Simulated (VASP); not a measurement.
OSZICAR of a VASP run on Gd (space group P6_3/mmc):

File OSZICAR:
```
       N       E                     dE             d eps       ncg     rms          rms(c)
DAV:   1     0.234724837228E+03    0.23472E+03   -0.99214E+03  3493   0.225E+03
DAV:   2     0.251657796676E+02   -0.20956E+03   -0.19006E+03  3321   0.267E+02
DAV:   3    -0.116346657878E+02   -0.36800E+02   -0.35838E+02  3646   0.111E+02
DAV:   4    -0.186513919174E+02   -0.70167E+01   -0.69849E+01  5515   0.412E+01
DAV:   5    -0.189919438482E+02   -0.34055E+00   -0.34026E+00  4301   0.110E+01    0.555E+01
DAV:   6    -0.289872997618E+02   -0.99954E+01   -0.34687E+01  3564   0.962E+01    0.941E+01
DAV:   7    -0.239002038289E+02    0.50871E+01   -0.18061E+01  3177   0.401E+01    0.299E+01
DAV:   8    -0.231883214995E+02    0.71188E+00   -0.32383E+00  3225   0.276E+01    0.312E+01
DAV:   9    -0.386592855674E+02   -0.15471E+02   -0.63582E+01  3158   0.452E+01    0.112E+02
DAV:  10    -0.317010755972E+02    0.69582E+01   -0.23208E+00  4238   0.124E+01    0.883E+01
DAV:  11    -0.223074090958E+02    0.93937E+01   -0.18092E+01  3334   0.336E+01    0.129E+01
DAV:  12    -0.230298220816E+02   -0.72241E+00   -0.13782E+00  4404   0.793E+00    0.320E+01
DAV:  13    -0.231612058303E+02   -0.13138E+00   -0.51873E-02  4556   0.213E+00    0.266E+01
DAV:  14    -0.231506878705E+02    0.10518E-01   -0.27610E-02  4332   0.156E+00    0.241E+01
DAV:  15    -0.232382895596E+02   -0.87602E-01   -0.16693E-01  3737   0.486E+00    0.136E+01
DAV:  16    -0.232802266023E+02   -0.41937E-01   -0.29456E-02  4764   0.142E+00    0.647E+00
DAV:  17    -0.232551440700E+02    0.25083E-01   -0.25334E-02  3747   0.171E+00    0.571E+00
DAV:  18    -0.232610162904E+02   -0.58722E-02   -0.47603E-03  4922   0.105E+00    0.324E+00
DAV:  19    -0.232601003415E+02    0.91595E-03   -0.14780E-03  4588   0.415E-01    0.169E+00
DAV:  20    -0.232568234235E+02    0.32769E-02   -0.14266E-03  3665   0.420E-01    0.125E+00
DAV:  21    -0.232547777686E+02    0.20457E-02   -0.13488E-03  3837   0.412E-01    0.156E+00
DAV:  22    -0.232543367375E+02    0.44103E-03   -0.49830E-04  4725   0.151E-01    0.121E+00
DAV:  23    -0.232538799402E+02    0.45680E-03   -0.20453E-04  3915   0.154E-01    0.117E+00
DAV:  24    -0.232535499915E+02    0.32995E-03   -0.18767E-04  4032   0.138E-01    0.954E-01
DAV:  25    -0.232533533117E+02    0.19668E-03   -0.11877E-04  4725   0.101E-01    0.500E-01
DAV:  26    -0.232533683360E+02   -0.15024E-04   -0.40058E-05  3837   0.292E-02    0.391E-01
DAV:  27    -0.232533294598E+02    0.38876E-04   -0.24094E-05  3349   0.625E-02    0.310E-01
DAV:  28    -0.232532778111E+02    0.51649E-04   -0.42218E-05  3890   0.695E-02    0.216E-01
DAV:  29    -0.232532766589E+02    0.11522E-05   -0.22364E-05  4418   0.508E-02    0.180E-01
DAV:  30    -0.232532683191E+02    0.83398E-05   -0.99845E-06  3975   0.213E-02    0.166E-01
DAV:  31    -0.232532692568E+02   -0.93768E-06   -0.34563E-06  2598   0.255E-02
   1 F= -.23253269E+02 E0= -.23243393E+02  d E =-.197528E-01  mag=    15.3211
```

Problem. Which electronic solver shows in the log?

Solution. It is blocked Davidson (ALGO = Normal, or the opening steps of other solvers). The INCAR had ALGO = Normal.

Problem. How was spin treated?

Solution. Collinear spin (ISPIN = 2): the summary line carries one mag value, 15.32 μB in the cell.

Problem. Can the final energy be trusted as converged?

Solution. The calculation finished and met its thresholds. It stopped with EDIFF = 1E-6, NELM = 100 (PBE GGA, plane waves, VASP's PBE PAW potentials (set 64)).

The structure is a typed Gd crystal. The cell was not relaxed at this level.
